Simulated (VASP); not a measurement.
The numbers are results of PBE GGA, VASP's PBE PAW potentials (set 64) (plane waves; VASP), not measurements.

VASP input:

File POSCAR:
```
Mo
1
   -1.5800013706     1.5800013706     1.5800013706
    1.5800013706    -1.5800013706     1.5800013706
    1.5800013706     1.5800013706    -1.5800013706
Mo
1
Direct
  0.0000000000   0.0000000000   0.0000000000
```

KPOINTS:
```
K-points
0
G
 15 15 15
```

**INCAR**
```
SYSTEM = Mo
PREC = Accurate
ENCUT = 530
EDIFF = 1E-7
NELM = 100
ALGO = Normal
LREAL = .FALSE.
LASPH = .TRUE.
ISMEAR = 1
SIGMA = 0.1
GGA = PE
LMAXMIX = 4
LWAVE = .FALSE.
LCHARG = .FALSE.
IBRION = 6
ISIF = 3
NFREE = 2
POTIM = 0.015
NSW = 1
```

POTCAR, in this order: Mo_sv (PBE.64 set). Program: vasp_std.

The resulting files:

OSZICAR:
```
...
DAV:  10    -0.109289461189E+02   -0.65241E-07   -0.87020E-11  3357   0.134E-04
   6 F= -.10928946E+02 E0= -.10928817E+02  d E =-.386393E-03
       N       E                     dE             d eps       ncg     rms          rms(c)
DAV:   1    -0.111428781548E+02   -0.21393E+00   -0.57822E+00  6591   0.324E+01    0.481E+00
DAV:   2    -0.109511050471E+02    0.19177E+00   -0.33490E-01  6837   0.750E+00    0.108E+00
DAV:   3    -0.109255671820E+02    0.25538E-01   -0.76065E-02  7139   0.338E+00    0.847E-01
DAV:   4    -0.109258287811E+02   -0.26160E-03   -0.26528E-03  6801   0.601E-01    0.935E-02
DAV:   5    -0.109258308058E+02   -0.20247E-05   -0.23402E-04  7277   0.192E-01    0.511E-02
DAV:   6    -0.109258383982E+02   -0.75925E-05   -0.11837E-05  6852   0.445E-02    0.258E-03
DAV:   7    -0.109258382986E+02    0.99643E-07   -0.28112E-07  7091   0.713E-03
   7 F= -.10925838E+02 E0= -.10925697E+02  d E =-.423572E-03
       N       E                     dE             d eps       ncg     rms          rms(c)
DAV:   1    -0.110075818039E+02   -0.81743E-01   -0.24111E+00 20464   0.202E+01    0.234E+00
DAV:   2    -0.109407023394E+02    0.66879E-01   -0.10927E-01 22174   0.424E+00    0.639E-01
DAV:   3    -0.109314584527E+02    0.92439E-02   -0.25499E-02 22544   0.191E+00    0.374E-01
DAV:   4    -0.109314552294E+02    0.32233E-05   -0.87055E-04 21565   0.350E-01    0.434E-02
DAV:   5    -0.109314567736E+02   -0.15442E-05   -0.59304E-05 22966   0.987E-02    0.323E-02
DAV:   6    -0.109314563782E+02    0.39536E-06   -0.33613E-06 21517   0.242E-02    0.143E-03
DAV:   7    -0.109314564966E+02   -0.11841E-06   -0.76162E-08 15337   0.363E-03    0.168E-03
DAV:   8    -0.109314565998E+02   -0.10314E-06   -0.25901E-08 11357   0.217E-03    0.160E-04
DAV:   9    -0.109314566189E+02   -0.19167E-07   -0.10541E-09 10595   0.514E-04
   8 F= -.10931457E+02 E0= -.10931346E+02  d E =-.330666E-03
       N       E                     dE             d eps       ncg     rms          rms(c)
DAV:   1    -0.110068891573E+02   -0.75433E-01   -0.15441E+00 20788   0.139E+01    0.153E+00
DAV:   2    -0.109461910786E+02    0.60698E-01   -0.56875E-02 22429   0.279E+00    0.692E-01
DAV:   3    -0.109314487863E+02    0.14742E-01   -0.34061E-02 22215   0.202E+00    0.114E-01
DAV:   4    -0.109314704958E+02   -0.21710E-04   -0.67337E-04 21414   0.344E-01    0.423E-02
DAV:   5    -0.109314567097E+02    0.13786E-04   -0.35854E-05 23129   0.621E-02    0.498E-03
DAV:   6    -0.109314566845E+02    0.25230E-07   -0.62258E-07 22170   0.100E-02
   9 F= -.10931457E+02 E0= -.10931346E+02  d E =-.331160E-03
       N       E                     dE             d eps       ncg     rms          rms(c)
DAV:   1    -0.109411996156E+02   -0.97429E-02   -0.13215E+00 20782   0.129E+01    0.934E-01
DAV:   2    -0.109246607667E+02    0.16539E-01   -0.26776E-02 22927   0.192E+00    0.474E-01
DAV:   3    -0.109265205827E+02   -0.18598E-02   -0.17283E-02 22279   0.145E+00    0.123E-01
DAV:   4    -0.109310986445E+02   -0.45781E-02   -0.20699E-03 21931   0.529E-01    0.468E-02
DAV:   5    -0.109313864859E+02   -0.28784E-03   -0.14394E-04 22666   0.146E-01    0.956E-03
DAV:   6    -0.109314453124E+02   -0.58827E-04   -0.22061E-06 22432   0.184E-02    0.216E-03
DAV:   7    -0.109314550703E+02   -0.97579E-05   -0.27138E-08 14586   0.200E-03    0.843E-04
DAV:   8    -0.109314559218E+02   -0.85154E-06   -0.14937E-08 11363   0.152E-03    0.155E-04
DAV:   9    -0.109314565286E+02   -0.60677E-06   -0.93719E-10 10805   0.431E-04    0.355E-05
DAV:  10    -0.109314565570E+02   -0.28392E-07   -0.20488E-10 10505   0.206E-04
  10 F= -.10931457E+02 E0= -.10931346E+02  d E =-.330661E-03
       N       E                     dE             d eps       ncg     rms          rms(c)
DAV:   1    -0.110068777092E+02   -0.75421E-01   -0.16068E+00 20548   0.143E+01    0.153E+00
DAV:   2    -0.109461868637E+02    0.60691E-01   -0.56735E-02 22522   0.278E+00    0.693E-01
DAV:   3    -0.109314481036E+02    0.14739E-01   -0.34238E-02 22119   0.202E+00    0.114E-01
DAV:   4    -0.109314766184E+02   -0.28515E-04   -0.71647E-04 21472   0.357E-01    0.406E-02
DAV:   5    -0.109314565403E+02    0.20078E-04   -0.46211E-05 22836   0.723E-02    0.510E-03
DAV:   6    -0.109314566159E+02   -0.75621E-07   -0.81612E-07 22294   0.115E-02
  11 F= -.10931457E+02 E0= -.10931346E+02  d E =-.330809E-03
       N       E                     dE             d eps       ncg     rms          rms(c)
DAV:   1    -0.109947804342E+02   -0.63324E-01   -0.12173E+00 20848   0.124E+01    0.905E-01
DAV:   2    -0.109606265068E+02    0.34154E-01   -0.26327E-02 22507   0.191E+00    0.471E-01
DAV:   3    -0.109371209859E+02    0.23506E-01   -0.19434E-02 21988   0.151E+00    0.110E-01
DAV:   4    -0.109320829644E+02    0.50380E-02   -0.15452E-03 22687   0.458E-01    0.355E-02
DAV:   5    -0.109315222907E+02    0.56067E-03   -0.10063E-04 22372   0.118E-01    0.112E-02
DAV:   6    -0.109314665339E+02    0.55757E-04   -0.25819E-06 23080   0.193E-02    0.158E-03
DAV:   7    -0.109314618835E+02    0.46505E-05   -0.25468E-08 13879   0.209E-03    0.766E-04
DAV:   8    -0.109314571443E+02    0.47392E-05   -0.15687E-08 11570   0.152E-03    0.149E-04
DAV:   9    -0.109314566431E+02    0.50116E-06   -0.93854E-10 10742   0.450E-04    0.612E-05
DAV:  10    -0.109314565950E+02    0.48042E-07   -0.13518E-10 10610   0.178E-04
  12 F= -.10931457E+02 E0= -.10931346E+02  d E =-.330663E-03
       N       E                     dE             d eps       ncg     rms          rms(c)
DAV:   1    -0.110067100002E+02   -0.75253E-01   -0.16481E+00 20668   0.144E+01    0.153E+00
DAV:   2    -0.109462181501E+02    0.60492E-01   -0.57537E-02 22441   0.279E+00    0.693E-01
DAV:   3    -0.109314514714E+02    0.14767E-01   -0.34464E-02 22293   0.203E+00    0.115E-01
DAV:   4    -0.109314781613E+02   -0.26690E-04   -0.72960E-04 21405   0.360E-01    0.414E-02
DAV:   5    -0.109314565440E+02    0.21617E-04   -0.49232E-05 23013   0.746E-02    0.506E-03
DAV:   6    -0.109314566168E+02   -0.72777E-07   -0.83660E-07 22237   0.116E-02
  13 F= -.10931457E+02 E0= -.10931346E+02  d E =-.330929E-03
       N       E                     dE             d eps       ncg     rms          rms(c)
DAV:   1    -0.109751038220E+02   -0.43647E-01   -0.20894E+00  2640   0.197E+01    0.523E-01
DAV:   2    -0.109575420990E+02    0.17562E-01   -0.39679E-02  2979   0.263E+00    0.327E-01
DAV:   3    -0.109330151028E+02    0.24527E-01   -0.15808E-02  2934   0.147E+00    0.294E-02
DAV:   4    -0.109326495279E+02    0.36557E-03   -0.35116E-04  2889   0.230E-01    0.784E-03
DAV:   5    -0.109325350139E+02    0.11451E-03   -0.98642E-07  3143   0.130E-02    0.371E-03
DAV:   6    -0.109324589104E+02    0.76103E-04   -0.14398E-07  1857   0.583E-03    0.276E-04
DAV:   7    -0.109324583172E+02    0.59323E-06   -0.94723E-09  1638   0.146E-03    0.943E-05
DAV:   8    -0.109324576600E+02    0.65722E-06   -0.98908E-10  1482   0.482E-04    0.326E-05
DAV:   9    -0.109324576025E+02    0.57464E-07   -0.18000E-10  1449   0.202E-04
  14 F= -.10932458E+02 E0= -.10932291E+02  d E =-.499184E-03
       N       E                     dE             d eps       ncg     rms          rms(c)
DAV:   1    -0.109226298156E+02    0.98278E-02   -0.54733E+00  2640   0.327E+01    0.214E-01
DAV:   2    -0.109329157854E+02   -0.10286E-01   -0.11198E-01  2669   0.455E+00    0.132E-01
DAV:   3    -0.109324465798E+02    0.46921E-03   -0.19598E-03  2919   0.661E-01    0.139E-02
DAV:   4    -0.109324549195E+02   -0.83397E-05   -0.92766E-05  2900   0.122E-01    0.625E-03
DAV:   5    -0.109324566832E+02   -0.17637E-05   -0.15872E-06  2979   0.189E-02    0.202E-03
DAV:   6    -0.109324575737E+02   -0.89048E-06   -0.21201E-07  2274   0.706E-03    0.505E-04
DAV:   7    -0.109324576166E+02   -0.42855E-07   -0.14239E-08  1425   0.153E-03
  15 F= -.10932458E+02 E0= -.10932291E+02  d E =-.499181E-03
```

OUTCAR:
```
------------------------ aborting loop because EDIFF is reached ----------------------------------------
  FORCE on cell =-STRESS in cart. coord.  units (eV):
  Direction    XX          YY          ZZ          XY          YZ          ZX
  --------------------------------------------------------------------------------------
  Total        0.0938349      0.0938349      0.0938349     -0.0000000      0.0000000      0.0000000
  in kB        9.5288969      9.5288969      9.5288969     -0.0000000      0.0000000      0.0000000
  external PRESSURE =       9.5288969 kB  Pullay stress =       0.0000000 kB
  volume of cell :       15.78
      direct lattice vectors                 reciprocal lattice vectors
    -1.580001371  1.580001371  1.580001371     0.000000000  0.316455422  0.316455422
     1.580001371 -1.580001371  1.580001371     0.316455422  0.000000000  0.316455422
     1.580001371  1.580001371 -1.580001371     0.316455422  0.316455422  0.000000000
 POSITION                                       TOTAL-FORCE (eV/Angst)
 -----------------------------------------------------------------------------------
     -0.01500      0.00000      0.00000         0.000000     -0.000000     -0.000000
 -----------------------------------------------------------------------------------
    total drift:                               -0.000022      0.000000      0.000000
  FREE ENERGIE OF THE ION-ELECTRON SYSTEM (eV)
  ---------------------------------------------------
  free  energy   TOTEN  =       -10.9324576166 eV

  energy  without entropy=      -10.9319584353  energy(sigma->0) =      -10.93229122

   1 f  =    0.000000 THz     0.000000 2PiTHz    0.000000 cm-1     0.000000 meV
             X         Y         Z           dx          dy          dz
      0.000000  0.000000  0.000000     0.894427    0.447214    0.000000

   2 f  =    0.000000 THz     0.000000 2PiTHz    0.000000 cm-1     0.000000 meV
             X         Y         Z           dx          dy          dz
      0.000000  0.000000  0.000000     0.447214   -0.894427    0.000000

   3 f  =    0.000000 THz     0.000000 2PiTHz    0.000000 cm-1     0.000000 meV
             X         Y         Z           dx          dy          dz
      0.000000  0.000000  0.000000     0.000000    0.000000    1.000000

 ELASTIC MODULI CONTR FROM IONIC RELAXATION (kBar)
 Direction    XX          YY          ZZ          XY          YZ          ZX
 --------------------------------------------------------------------------------
 XX           0.0000      0.0000      0.0000      0.0000      0.0000      0.0000
 YY           0.0000      0.0000      0.0000      0.0000      0.0000      0.0000
 ZZ           0.0000      0.0000      0.0000      0.0000      0.0000      0.0000
 XY           0.0000      0.0000      0.0000      0.0000      0.0000      0.0000
 YZ           0.0000      0.0000      0.0000      0.0000      0.0000      0.0000
 ZX           0.0000      0.0000      0.0000      0.0000      0.0000      0.0000
 --------------------------------------------------------------------------------

 TOTAL ELASTIC MODULI (kBar)
 Direction    XX          YY          ZZ          XY          YZ          ZX
 --------------------------------------------------------------------------------
 XX        4576.7555   1676.2944   1676.2944     -0.0000      0.0000     -0.0000
 YY        1676.2944   4576.7555   1676.2944     -0.0000      0.0000      0.0000
 ZZ        1676.2944   1676.2944   4576.7555     -0.0000      0.0000     -0.0000
 XY          -0.0000     -0.0000     -0.0000    920.2948      0.0000     -0.0000
 YZ           0.0000      0.0000      0.0000      0.0000    920.2948      0.0000
 ZX          -0.0000      0.0000     -0.0000     -0.0000      0.0000    920.2948
 --------------------------------------------------------------------------------
```
(Selected blocks of OUTCAR.)

Finite-difference elastic constants of metals are sensitive to mesh and smearing; shear constants can be off by tens of GPa.

The compound is Mo in the bcc structure. It was relaxed first.
